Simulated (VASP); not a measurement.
**MgSnO2: relaxation of cell and atoms with PBE**

Crystal: MgSnO2.

```
Mg Sn O
1.0
    -2.52425    2.52425    3.05476
     2.52425   -2.52425    3.05476
     2.52425    2.52425   -3.05476
Mg Sn O
1 1 2
Direct
  0.00000 0.00000 0.00000
  0.50000 0.50000 0.00000
  0.75091 0.75091 0.00000
  0.24909 0.24909 0.00000
```

The cell was built by a generator and needn't be a form met in nature.

| Quantity | Value |
| --- | --- |
| Program | VASP 6.6.1 |
| Task | relaxation of cell and atoms |
| Functional | PBE |
| Potentials or basis | VASP PAW PBE potentials, release 64 (Mg, Sn_d, O) |
| Cutoff | 520 eV |
| k mesh | 4 × 4 × 4 |
| Occupations | gaussian, width 0.15 eV |
| Spin | no spin polarisation |
| Further INCAR settings | PREC = Normal; ALGO = Fast; EDIFF = 0.0001; IBRION = 2; EDIFFG = -0.08; NSW = 24; ISIF = 3 |

```yaml
Relaxed_volume: 28.25 Å³/atom
Relaxed_cell: a = 5.425 Å, b = 5.425 Å, c = 5.425 Å, α = 119.94°, β = 119.94°, γ = 90.11°
Space_group_after_relaxing_to_0.05_Å: I4/mmm (No. 139)
Energy_gained_by_relaxing: 2668.4 meV/atom
Ionic_steps: 23
Pressure_after_relaxing: 0.0 GPa
Largest_force_after_relaxing: 0.006 eV/Å
Band_gap_on_the_k_mesh: 0.30 eV, indirect (least direct gap 0.69 eV)
```

Forces in eV/Å, atoms in the order of the input:
```
Mg   0.000  0.000  0.000
Sn   0.000  0.000  0.000
O    0.000  0.000 -0.006
O    0.000  0.000  0.006
```

The path:
| step | energy change (eV) | largest force (eV/Å) | pressure (GPa) | volume (Å³) |
| --- | --- | --- | --- | --- |
| 1 | 0.0000 | 9.4708 | 74.93 | 77.86 |
| 2 | 17.5572 | 1.2953 | -36.26 | 180.15 |
| 3 | -6.4895 | 1.5119 | -12.26 | 118.37 |
| 4 | -7.7030 | 3.5866 | -7.14 | 111.49 |
| 5 | -8.4449 | 8.5402 | 5.30 | 101.07 |
| 6 | -8.4370 | 7.4385 | 2.54 | 103.05 |
| 7 | -8.1320 | 0.0002 | -14.33 | 113.07 |
| 8 | -9.2470 | 1.8288 | -8.06 | 106.96 |
| 9 | -10.5123 | 1.3050 | 3.70 | 96.99 |
| 10 | -10.6145 | 0.0300 | 0.51 | 98.80 |
| 11 | -10.6147 | 0.1414 | 0.94 | 98.64 |
| 12 | -10.6281 | 0.0514 | 0.93 | 100.08 |
| 13 | -10.6521 | 0.2041 | 1.08 | 104.36 |
| 14 | -10.6612 | 0.1240 | 0.39 | 106.21 |
| 15 | -10.6620 | 0.0722 | -0.27 | 107.63 |
| 16 | -10.6623 | 0.0865 | -0.09 | 107.27 |
| 17 | -10.6665 | 0.0133 | -0.25 | 108.89 |
| 18 | -10.6682 | 0.2086 | -0.71 | 112.28 |
| 19 | -10.6714 | 0.2051 | 0.37 | 113.33 |
| 20 | -10.6724 | 0.2021 | -0.01 | 112.99 |
| 21 | -10.6724 | 0.1908 | -0.01 | 113.03 |
| 22 | -10.6735 | 0.0849 | -0.06 | 113.01 |
| 23 | -10.6737 | 0.0062 | -0.04 | 112.99 |

Final structure:
```cif
data_structure
_symmetry_space_group_name_H-M 'P 1'
_symmetry_Int_Tables_number 1
_cell_length_a 5.4248
_cell_length_b 5.4248
_cell_length_c 5.4248
_cell_angle_alpha 119.937
_cell_angle_beta 119.937
_cell_angle_gamma 90.108
_cell_volume 112.99
loop_
_atom_site_label
_atom_site_type_symbol
_atom_site_fract_x
_atom_site_fract_y
_atom_site_fract_z
_atom_site_occupancy
Mg1 Mg 0.00000 0.00000 0.00000 1
Sn1 Sn 0.50000 0.50000 0.00000 1
O1 O 0.76266 0.76266 0.00000 1
O2 O 0.23734 0.23734 0.00000 1
```

Levels at points of the mesh, in eV from the valence-band top:
| k point | band 10 | band 11 | band 12 | band 13 | band 14 | band 15 | band 16 | band 17 | band 18 |
| --- | --- | --- | --- | --- | --- | --- | --- | --- | --- |
| (0.00, 0.00, 0.00) | -2.13 | -2.13 | -2.04 | -2.04 | -1.92 | 1.28 | 1.28 | 4.22 | 5.69 |
| (0.50, 0.00, 0.00) | -2.61 | -2.40 | -2.14 | -2.02 | -0.08 | 0.60 | 2.03 | 4.71 | 5.05 |
| (0.50, 0.50, 0.00) | -3.29 | -2.28 | -1.95 | -1.58 | -0.73 | 0.30 | 1.64 | 3.47 | 6.69 |
| (0.50, 0.50, 0.50) | -2.92 | -2.92 | -1.64 | -1.64 | 0.00 | 2.37 | 2.37 | 3.05 | 4.08 |

Run time: 2.5 min on 1 thread of Intel(R) Xeon(R) Platinum 8488C (Sapphire Rapids), with other jobs on the host, peak memory 0.17 GiB.

Caveat: the k mesh is coarse (spacing up to 0.44 Å⁻¹), so the values aren't converged; the volume moved by over 15 % at a fixed basis, so the end points are rough; spin-orbit coupling is left out, which moves the levels of the heavy elements; the relaxation stopped at a loose force limit of 0.08 eV/Å, so its end isn't a converged minimum. As with any semilocal functional, this PBE gap is likely too small.
